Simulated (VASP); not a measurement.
# GaBiSe4 (P2/m) in VASP: further runs

One crystal, GaBiSe4, is run at these levels: PBE; tasks: relaxation of cell and atoms.

Program: VASP 6.6.1. These are calculated values, not measurements. Logs are shortened: lines on timing, memory, paths and dates and some standing lists are left out, and cuts for length are marked.

### 1 The crystal as given

The structure is monoclinic, space group P2/m (No. 10). The conventional cell has a = 5.900 Å, b = 3.900 Å, c = 6.750 Å, α = 90.00°, β = 90.00°, γ = 90.00°. Around Ga (site symmetry 2/m) lie 6 Se at 2.69 Å. Bi (site symmetry 2/m) has 6 Se at 2.69 Å as nearest neighbours. Se (site symmetry m) is surrounded by 1 Bi at 2.69 Å and 2 Ga at 2.69 Å. Around Se (site symmetry m) lie 1 Ga at 2.69 Å and 2 Bi at 2.69 Å.

The cell was built by a generator and needn't be a form met in nature.

### 2 Relaxation of cell and atoms, PBE

INCAR

```
ALGO = Fast
EDIFF = 1E-4
EDIFFG = -0.08
ENCUT = 520
GGA = PE
IBRION = 2
ISIF = 3
ISMEAR = 0
LASPH = T
LCHARG = F
LREAL = F
LWAVE = F
NELM = 60
NSW = 24
PREC = Normal
SIGMA = 0.15
```

KPOINTS

```
k-points
0
Gamma
  3 4 2
```

POSCAR

```
GaBiSe4
1.0
    5.9000000000      0.0000000000      0.0000000000
    0.0000000000      3.9000000000      0.0000000000
    0.0000000000      0.0000000000      6.7500000000
Ga Bi Se
1 1 4
Direct
    0.0000000000      0.0000000000      0.0000000000
    0.0000000000      0.5000000000      0.5000000000
    0.2500000000      0.5000000000      0.8330000000
    0.7500000000      0.5000000000      0.1670000000
    0.7500000000      0.0000000000      0.6670000000
    0.2500000000      0.0000000000      0.3330000000
```

Potentials or basis: VASP PAW PBE potentials, release 64 (Ga_d, Bi_d, Se).

Launch:

```
> cat potpaw_PBE.64/Ga_d/POTCAR potpaw_PBE.64/Bi_d/POTCAR potpaw_PBE.64/Se/POTCAR > POTCAR
> mpirun -np 1 vasp_std > vasp.out
```

OUTCAR:

```text
EDIFF = 1E-4
   EDIFFG = -0.08
   ENCUT = 520
   GGA = PE
   IBRION = 2
   ISIF = 3
   ISMEAR = 0
   LASPH = T
   LREAL = F
   NELM = 60
   NSW = 24
   PREC = Normal

 ion  position               nearest neighbor table
   1  0.000  0.000  0.000-   5 2.69   6 2.69   3 2.69   4 2.69   3 2.69   4 2.69
   2  0.000  0.500  0.500-   3 2.69   4 2.69   5 2.69   6 2.69   5 2.69   6 2.69
   3  0.250  0.500  0.833-   2 2.69   1 2.69   1 2.69
   4  0.750  0.500  0.167-   2 2.69   1 2.69   1 2.69
   5  0.750  0.000  0.667-   1 2.69   2 2.69   2 2.69
   6  0.250  0.000  0.333-   1 2.69   2 2.69   2 2.69

  LATTYP: Found a simple orthorhombic cell.
 ALAT       =     3.9000000000
 B/A-ratio  =     1.5128205128
 C/A-ratio  =     1.7307692308

  Lattice vectors:

 A1 = (   0.0000000000,  -3.9000000000,   0.0000000000)
 A2 = (   5.9000000000,   0.0000000000,   0.0000000000)
 A3 = (   0.0000000000,   0.0000000000,   6.7500000000)

Analysis of symmetry for initial positions (statically):
=====================================================================
 Subroutine PRICEL returns:
 Original cell was already a primitive cell.

 Routine SETGRP: Setting up the symmetry group for a
 simple orthorhombic supercell.

 Subroutine GETGRP returns: Found  4 space group operations
 (whereof  4 operations were pure point group operations)
 out of a pool of  8 trial point group operations.

The static configuration has the point symmetry C_2h.

Analysis of symmetry for dynamics (positions and initial velocities):
=====================================================================
 Subroutine PRICEL returns:
 Original cell was already a primitive cell.

 Routine SETGRP: Setting up the symmetry group for a
 simple orthorhombic supercell.

 Subroutine GETGRP returns: Found  4 space group operations
 (whereof  4 operations were pure point group operations)
 out of a pool of  8 trial point group operations.

The dynamic configuration has the point symmetry C_2h.

 Subroutine INISYM returns: Found  4 space group operations
 (whereof  4 operations are pure point group operations),
 and found     1 'primitive' translations

----------------------------------------------------------------------------------------

                                     Primitive cell

  volume of cell :     155.3175

  direct lattice vectors                    reciprocal lattice vectors
[... 87 lines left out ...]
   NFREE  =      1    steps in history (QN), initial steepest desc. (CG)
   ISIF   =      3    stress and relaxation
   ISYM   =      2    0-nonsym 1-usesym 2-fastsym
   POTIM  = 0.5000    time-step for ionic-motion
   TEBEG  =    0.0;   TEEND  =   0.0 temperature during run
   PSTRESS=    0.0 pullay stress
   NELECT =      52.0000    total number of electrons
   NUPDOWN=      -1.0000    fix difference up-down
   EMIN   =  10.00;   EMAX   =-10.00  energy-range for DOS
   EFERMI =   0.00;   METHOD = LEGACY
   ISMEAR =     0;   SIGMA  =   0.15  broadening in eV -4-tet -1-fermi 0-gaus
   EFERMI_NEDOS =   21; number of points for ismear=-14 and -15
   IALGO  =     68    algorithm
   IMIX   =      4    mixing-type and parameters
     AMIX     =   0.40;   BMIX     =  1.00
     AMIX_MAG =   1.60;   BMIX_MAG =  1.00
  volume/ion in A,a.u.               =      25.89       174.69
  Fermi-wavevector in a.u.,A,eV,Ry     =   1.136761  2.148167 17.581795  1.292225
  Thomas-Fermi vector in A             =   2.273466
   LORBIT       =      0    0 simple, 1 ext, 2 COOP (PROOUT), +10 PAW based schemes
   GGA     = PE    functional components
   LHFCALC =     F    Hartree Fock is set to
   AEXX    =    0.0000 exact exchange contribution
   IVDW    =     0    specifies the selected vdW correction
   LEPSILON=     F    determine dielectric tensor
   LRPA    =     F    only Hartree local field effects (RPA)
 conjugate gradient relaxation of ions
 non-spin polarized calculation
 RMM-DIIS sequential band-by-band and
 Gauss-broadening in eV      SIGMA  =   0.15
  energy-cutoff  :      520.00
  volume of cell :      155.32
 maximum number of plane-waves:      4200
   NGX = 21   NGY = 15   NGZ = 25

--------------------------------------- Ionic step        1  -------------------------------------------

 number of electron      51.9999961 magnetization

 Free energy of the ion-electron system (eV)
  ---------------------------------------------------
  ext. energy  EPLUGINS =         0.00000000
  ---------------------------------------------------
  free energy    TOTEN  =       -20.92573290 eV

  energy without entropy =      -20.89922652  energy(sigma->0) =      -20.91247971

------------------------ aborting loop because EDIFF is reached ----------------------------------------

  FORCE on cell =-STRESS in cart. coord.  units (eV):
  Direction    XX          YY          ZZ          XY          YZ          ZX
  --------------------------------------------------------------------------------------
  -------------------------------------------------------------------------------------
  Total        6.0527465      4.4772339      2.8560639      0.0000000      0.0000000     -0.1354700
  in kB       62.4370933     46.1848963     29.4617211      0.0000000      0.0000000     -1.3974408
  external PRESSURE =      46.0279036 kB  Pullay stress =       0.0000000 kB
[... 101 lines left out ...]
  FREE ENERGIE OF THE ION-ELECTRON SYSTEM (eV)
  ---------------------------------------------------
  free  energy   TOTEN  =       -21.2971114670 eV

  energy  without entropy=      -21.2531702939  energy(sigma->0) =      -21.27514088

[... ionic steps 4 to 9 ...]

--------------------------------------- Ionic step       10  -------------------------------------------

 number of electron      51.9999991 magnetization

------------------------ aborting loop because EDIFF is reached ----------------------------------------
[... 75 lines left out ...]
--------------------------------------- Ionic step       12  -------------------------------------------

 number of electron      52.0000002 magnetization

 Free energy of the ion-electron system (eV)
  ---------------------------------------------------
  ext. energy  EPLUGINS =         0.00000000
  ---------------------------------------------------
  free energy    TOTEN  =       -21.58365952 eV

  energy without entropy =      -21.53643895  energy(sigma->0) =      -21.56004924

 E-fermi :   3.2550     XC(G=0):  -9.3150

 val. band max:        3.2108432480   @ k =   0.0000   0.5000   0.5000
 cond. band min:       3.2572708460   @ k =   0.3333   0.0000   0.0000
 fundamental gap:      0.0464275980
 Fermi energy:         3.2549689926

 k-point     1 :       0.0000    0.0000    0.0000
  band No.  band energies     occupation
      1     -19.5270      2.00000
      2     -19.5016      2.00000
      3     -19.5010      2.00000
      4     -19.4832      2.00000
      5     -19.4774      2.00000
      6     -11.2249      2.00000
[... 430 lines left out ...]
  FREE ENERGIE OF THE ION-ELECTRON SYSTEM (eV)
  ---------------------------------------------------
  free  energy   TOTEN  =       -21.5836595210 eV

  energy  without entropy=      -21.5364389517  energy(sigma->0) =      -21.56004924

 reached required accuracy - stopping structural energy minimisation
```

OSZICAR:

```text
N       E                     dE             d eps       ncg     rms          rms(c)
DAV:   1     0.503123471433E+03    0.50312E+03   -0.24358E+04   776   0.189E+03
DAV:   2     0.458653397271E+02   -0.45726E+03   -0.44635E+03   828   0.483E+02
DAV:   3    -0.181686869237E+02   -0.64034E+02   -0.62871E+02   885   0.161E+02
DAV:   4    -0.214082386586E+02   -0.32396E+01   -0.31922E+01   899   0.383E+01
[... 87 lines left out ...]
  11 F= -.21583268E+02 E0= -.21559557E+02  d E =-.418082E-02
       N       E                     dE             d eps       ncg     rms          rms(c)
DAV:   1    -0.215836702809E+02   -0.42068E-03   -0.82379E-02   758   0.153E+00    0.150E-01
RMM:   2    -0.215837134892E+02   -0.43208E-04   -0.49504E-03   914   0.450E-01    0.755E-02
RMM:   3    -0.215836595210E+02    0.53968E-04   -0.99138E-04   819   0.206E-01
  12 F= -.21583660E+02 E0= -.21560049E+02  d E =-.457235E-02
```

Run time: 3 min. Hardware: 1 thread of Intel Xeon 6975P-C (Granite Rapids), shared host; peak memory 0.23 GiB.

Results:

```
Free energy                            : -21.5837 eV
Relaxed volume                         : 26.62 Å³/atom
Relaxed cell                           : a = 6.173 Å, b = 3.961 Å, c = 6.532 Å, α = 90.00°, β = 89.34°, γ = 90.00°
Space group after relaxing (to 0.05 Å) : P2/m (No. 10)
Energy gained by relaxing              : 109.7 meV/atom
Ionic steps                            : 12
Pressure after relaxing                : 0.1 GPa
Largest force after relaxing           : 0.067 eV/Å
Band gap on the k mesh                 : none (metal or under the smearing width)
```

Forces on the atoms (eV/Å):
```
Ga   0.000  0.000  0.000
Bi   0.000  0.000  0.000
Se   0.011  0.000 -0.057
Se  -0.011  0.000  0.057
Se   0.060  0.000 -0.031
Se  -0.060  0.000  0.031
```

The path:
```tsv
step	energy change (eV)	largest force (eV/Å)	pressure (GPa)	volume (Å³)
1	0.0000	1.8941	4.60	155.32
2	-0.3455	0.7007	-2.99	172.61
3	-0.3714	0.7276	-1.69	168.57
4	-0.5173	0.5650	-1.04	164.85
5	-0.6403	0.1876	1.04	156.72
6	-0.6418	0.2133	0.76	157.57
7	-0.6530	0.1717	-0.31	160.38
8	-0.6534	0.1491	-0.08	159.99
9	-0.6533	0.1582	-0.24	160.09
10	-0.6534	0.1539	-0.31	160.04
11	-0.6575	0.0908	-0.01	159.79
12	-0.6579	0.0672	0.12	159.71
```

Final structure:
```cif
data_structure
_symmetry_space_group_name_H-M 'P 1'
_symmetry_Int_Tables_number 1
_cell_length_a 6.1730
_cell_length_b 3.9611
_cell_length_c 6.5320
_cell_angle_alpha 90.000
_cell_angle_beta 89.341
_cell_angle_gamma 90.000
_cell_volume 159.71
loop_
_atom_site_label
_atom_site_type_symbol
_atom_site_fract_x
_atom_site_fract_y
_atom_site_fract_z
_atom_site_occupancy
Ga1 Ga 0.00000 0.00000 0.00000 1
Bi1 Bi 0.00000 0.50000 0.50000 1
Se1 Se 0.24953 0.50000 0.86398 1
Se2 Se 0.75047 0.50000 0.13602 1
Se3 Se 0.73278 0.00000 0.69530 1
Se4 Se 0.26722 0.00000 0.30470 1
```

Levels at points of the mesh, in eV from the Fermi level:
```
           k point  band 24  band 25  band 26  band 27  band 28  band 29
(0.00, 0.00, 0.00)    -0.28    -0.27    -0.19     0.04     1.37     2.37
(0.00, 0.50, 0.00)    -1.48    -1.06    -0.52     0.20     1.77     4.24
(0.00, 0.00, 0.50)    -0.30    -0.06     0.01     0.67     1.71     2.93
(0.00, 0.50, 0.50)    -1.61    -0.22    -0.04     0.29     2.31     2.79
```

Caveat: the k mesh is coarse (spacing up to 0.47 Å⁻¹), so the values aren't converged; spin-orbit coupling is left out, which moves the levels of the heavy elements; this functional lacks dispersion, which binds the layers, so the pressure and a relaxed spacing across them are unreliable; the relaxation stopped at a loose force limit of 0.08 eV/Å, so its end isn't a converged minimum.

### 3 Relaxation of cell and atoms, PBE

This run uses another cell than the first one, of 26.86 Å³/atom, 1.038 times its volume.

INCAR is that of step 2.

KPOINTS

```
k-points
0
Gamma
  4 4 4
```

POSCAR

```
GaBiSe4
1.0
   -2.8969876500      2.8969876500      4.8004454200
    2.8969876500     -2.8969876500      4.8004454200
    2.8969876500      2.8969876500     -4.8004454200
Ga Bi Se
1 1 4
Direct
    0.5000000000      0.5000000000      0.0000000000
    0.0000000000      0.0000000000      0.0000000000
    0.6309480900      0.1309480900      0.5000000000
    0.8690519100      0.3690519100      0.5000000000
    0.3690519100      0.8690519100      0.5000000000
    0.1309480900      0.6309480900      0.5000000000
```

Potentials or basis: VASP PAW PBE potentials, release 64 (Ga_d, Bi_d, Se).

Launch:

```
> cat potpaw_PBE.64/Ga_d/POTCAR potpaw_PBE.64/Bi_d/POTCAR potpaw_PBE.64/Se/POTCAR > POTCAR
> mpirun -np 1 vasp_std > vasp.out
```

It took 3.9 min on 1 thread of Intel Xeon 6975P-C (Granite Rapids), shared host; peak memory 0.26 GiB.

The run converged. Its results:

- Free energy: -21.0238 eV
- Relaxed volume: 27.24 Å³/atom
- Relaxed cell: a = 6.683 Å, b = 6.683 Å, c = 6.683 Å, α = 131.60°, β = 131.60°, γ = 70.86°
- Space group after relaxing (to 0.05 Å): I4/mmm (No. 139)
- Energy gained by relaxing: 197.4 meV/atom
- Ionic steps: 9
- Pressure after relaxing: -0.3 GPa
- Largest force after relaxing: 0.020 eV/Å
- Band gap on the k mesh: none (metal or under the smearing width)

Forces in eV/Å, atoms in the order of the input:
```
Ga   0.000  0.000  0.000
Bi   0.000  0.000  0.000
Se   0.000  0.000  0.020
Se   0.000  0.000 -0.020
Se   0.000  0.000 -0.020
Se   0.000  0.000  0.020
```

Stress tensor (GPa, compression positive):
```
-0.36  0.00  0.00
 0.00 -0.36  0.00
 0.00  0.00 -0.18
```

Step by step:
| step | energy change (eV) | largest force (eV/Å) | pressure (GPa) | volume (Å³) |
| --- | --- | --- | --- | --- |
| 1 | 0.0000 | 0.1818 | 5.53 | 161.15 |
| 2 | -0.8760 | 0.2412 | -4.33 | 181.97 |
| 3 | -1.0386 | 0.1076 | -2.41 | 175.22 |
| 4 | -1.0394 | 0.0988 | -2.24 | 174.86 |
| 5 | -1.1523 | 0.1389 | -0.83 | 166.64 |
| 6 | -1.1675 | 0.1677 | 0.20 | 162.39 |
| 7 | -1.1675 | 0.1692 | 0.34 | 162.15 |
| 8 | -1.1760 | 0.1254 | 0.04 | 162.58 |
| 9 | -1.1843 | 0.0201 | -0.30 | 163.45 |

Final structure:
```xyz
6
Lattice="-2.7394 2.7394 5.4452 2.7394 -2.7394 5.4452 2.7394 2.7394 -5.4452" Properties=species:S:1:pos:R:3 pbc="T T T"
Ga    0.0000    0.0000    5.4452
Bi    0.0000    0.0000    0.0000
Se    0.0000    2.7394    1.4688
Se    0.0000    2.7394    3.9764
Se    2.7394    0.0000    3.9764
Se    2.7394    0.0000    1.4688
```

Levels at points of the mesh, in eV from the Fermi level:
```
           k point  band 24  band 25  band 26  band 27  band 28  band 29
(0.00, 0.00, 0.00)    -1.99    -0.32    -0.28     0.19     0.19     2.43
(0.50, 0.00, 0.00)    -1.47    -0.94    -0.36     1.12     1.88     2.05
(0.50, 0.50, 0.00)    -1.14    -0.63     0.41     0.62     0.88     1.57
(0.50, 0.50, 0.50)    -1.55    -1.24    -1.24    -0.18     0.05     1.86
```

Caveat: the k mesh is coarse (spacing up to 0.38 Å⁻¹), so the values aren't converged; spin-orbit coupling is left out, which moves the levels of the heavy elements; the relaxation stopped at a loose force limit of 0.08 eV/Å, so its end isn't a converged minimum.
